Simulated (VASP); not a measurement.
All values below come from PBE GGA, VASP's PBE PAW potentials (set 64) (plane waves; VASP).

A VASP calculation is set up with these files.

**INCAR**
```
# general
SYSTEM=K
PREC  =Low
ENCUT =400
LREAL =.FALSE.
LASPH =.TRUE.

# electronic loop
EDIFF =1E-6
NELM  =100
ALGO  =Normal

# smearing
ISMEAR=1
SIGMA =0.1

# functional
GGA   =PE

# ions
ISIF  =2

# output
LWAVE =.FALSE.
LCHARG=.FALSE.
```

**KPOINTS**
```
Automatic mesh
0
Gamma
9 9 9
0 0 0
```

### POSCAR
```
K
4.5726140
 -0.5773502859   0.5773502859   0.5773502859
  0.5773502859  -0.5773502859   0.5773502859
  0.5773502859   0.5773502859  -0.5773502859
K
1
Cart
  0.0000000000   0.0000000000   0.0000000000
```

POTCAR, in this order: K_sv (PBE.64 set). Program: vasp_std.

What VASP printed:

File OUTCAR:
```
 ion  position               nearest neighbor table
   1  0.000  0.000  0.000-
  LATTYP: Found a body centered cubic cell.
 ALAT       =     5.2800000000
 Subroutine PRICEL returns:
 Original cell was already a primitive cell.
 Subroutine GETGRP returns: Found 48 space group operations
The static configuration has the point symmetry O_h .
The dynamic configuration has the point symmetry O_h .
 Subroutine INISYM returns: Found 48 space group operations
 Subroutine IBZKPT returns following result:
 Found     35 irreducible k-points:

 Following reciprocal coordinates:
            Coordinates               Weight
  0.000000  0.000000  0.000000      1.000000
  0.111111  0.000000  0.000000     12.000000
  0.222222  0.000000  0.000000     12.000000
  0.333333  0.000000  0.000000     12.000000
  0.444444  0.000000  0.000000     12.000000
  0.111111  0.111111  0.000000     24.000000
  0.222222  0.111111  0.000000     48.000000
  0.333333  0.111111  0.000000     48.000000
  0.444444  0.111111  0.000000     24.000000
  0.222222  0.222222  0.000000     24.000000
  0.333333  0.222222  0.000000     48.000000
  0.333333  0.333333  0.000000      8.000000
  0.111111  0.111111  0.111111      8.000000
  0.222222  0.111111  0.111111     24.000000
  0.333333  0.111111  0.111111     24.000000
 -0.111111  0.111111  0.111111      6.000000
  0.222222  0.222222  0.111111     24.000000
  0.333333  0.222222  0.111111     24.000000
 -0.222222  0.222222  0.111111     24.000000
 -0.333333  0.333333  0.111111     24.000000
 -0.222222  0.333333  0.111111     24.000000
 -0.444444  0.444444  0.111111     24.000000
 -0.333333  0.444444  0.111111     48.000000
 -0.444444 -0.444444  0.111111     24.000000
 -0.333333 -0.444444  0.111111     24.000000
  0.222222  0.222222  0.222222      8.000000
 -0.222222  0.222222  0.222222      6.000000
 -0.333333  0.333333  0.222222     24.000000
 -0.444444  0.444444  0.222222     24.000000
 -0.333333  0.444444  0.222222     24.000000
 -0.444444 -0.444444  0.222222     24.000000
 -0.333333  0.333333  0.333333      6.000000
 -0.444444  0.444444  0.333333     24.000000
 -0.444444 -0.444444  0.333333      8.000000
 -0.444444  0.444444  0.444444      6.000000
   k-points           NKPTS =     35   k-points in BZ     NKDIM =     35   number of bands    NBANDS=      8
   number of dos      NEDOS =    301   number of ions     NIONS =      1
   total plane-waves  NPLWV =  13824
   dimension x,y,z NGX =    24 NGY =   24 NGZ =   24
   dimension x,y,z NGXF=    24 NGYF=   24 NGZF=   24
   ions per type =               1
   PREC   = low       normal or accurate (medium, high low for compatibility)
   ISTART =      0    job   : 0-new  1-cont  2-samecut
   ICHARG =      2    charge: 1-file 2-atom 10-const
   ISPIN  =      1    spin polarized calculation?
   LNONCOLLINEAR =      F non collinear calculations
   LSORBIT =      F    spin-orbit coupling
   INIWAV =      1    electr: 0-lowe 1-rand  2-diag
   ENCUT  =  400.0 eV  29.40 Ry    5.42 a.u.   7.46  7.46  7.46*2*pi/ulx,y,z
   NELM   =    100;   NELMIN=  2; NELMDL= -5     # of ELM steps
   EDIFF  = 0.1E-05   stopping-criterion for ELM
   LREAL  =      F    real-space projection
   NLSPLINE    = F    spline interpolate recip. space projectors
   LMAXMIX     =    2 max onsite mixed and CHGCAR
   VOSKOWN=      0    Vosko Wilk Nusair interpolation
   EDIFFG = 0.1E-04   stopping-criterion for IOM
   NSW    =      0    number of steps for IOM
   NBLOCK =      1;   KBLOCK =      1    inner block; outer block
   IBRION =     -1    ionic relax: 0-MD 1-quasi-New 2-CG
   NFREE  =      0    steps in history (QN), initial steepest desc. (CG)
...
```

File OSZICAR:
```
       N       E                     dE             d eps       ncg     rms          rms(c)
DAV:   1     0.375808642733E+02    0.37581E+02   -0.32594E+03   560   0.700E+02
DAV:   2    -0.561071897403E-02   -0.37586E+02   -0.37524E+02   576   0.194E+02
DAV:   3    -0.103879314588E+01   -0.10332E+01   -0.10332E+01   928   0.289E+01
DAV:   4    -0.104998196097E+01   -0.11189E-01   -0.11189E-01   856   0.275E+00
DAV:   5    -0.105011925875E+01   -0.13730E-03   -0.13730E-03   992   0.197E-01    0.201E+00
DAV:   6    -0.105033032057E+01   -0.21106E-03   -0.13813E-03   912   0.277E-01    0.124E+00
DAV:   7    -0.105066979890E+01   -0.33948E-03   -0.29158E-03   872   0.389E-01    0.560E-02
DAV:   8    -0.105072982382E+01   -0.60025E-04   -0.14165E-04   816   0.161E-01    0.168E-02
DAV:   9    -0.105074142018E+01   -0.11596E-04   -0.14739E-05   888   0.295E-02    0.463E-03
DAV:  10    -0.105074097576E+01    0.44442E-06   -0.16533E-06   800   0.116E-02
   1 F= -.10507410E+01 E0= -.10506022E+01  d E =-.416415E-03
```

OUTCAR:
```
------------------------ aborting loop because EDIFF is reached ----------------------------------------
  FORCE on cell =-STRESS in cart. coord.  units (eV):
  Direction    XX          YY          ZZ          XY          YZ          ZX
  --------------------------------------------------------------------------------------
  Total       -0.0088184     -0.0088184     -0.0088184     -0.0000000      0.0000000     -0.0000000
  in kB       -0.1919674     -0.1919674     -0.1919674     -0.0000000      0.0000000     -0.0000000
  external PRESSURE =      -0.1919674 kB  Pullay stress =       0.0000000 kB
  volume of cell :       73.60
      direct lattice vectors                 reciprocal lattice vectors
    -2.640000000  2.640000000  2.640000000     0.000000000  0.189393939  0.189393939
     2.640000000 -2.640000000  2.640000000     0.189393939  0.000000000  0.189393939
     2.640000000  2.640000000 -2.640000000     0.189393939  0.189393939  0.000000000
 POSITION                                       TOTAL-FORCE (eV/Angst)
 -----------------------------------------------------------------------------------
      0.00000      0.00000      0.00000        -0.000000     -0.000000     -0.000000
 -----------------------------------------------------------------------------------
    total drift:                                0.000000     -0.000000      0.000000
  FREE ENERGIE OF THE ION-ELECTRON SYSTEM (eV)
  ---------------------------------------------------
  free  energy   TOTEN  =        -1.0507409758 eV

  energy  without entropy=       -1.0503245607  energy(sigma->0) =       -1.05060217
```
(Selected blocks of OUTCAR.)

The compound is K in the bcc structure. The cell was not relaxed at this level. The run is one of a series of settings (PREC = Low against the base run), some of them coarse on purpose.
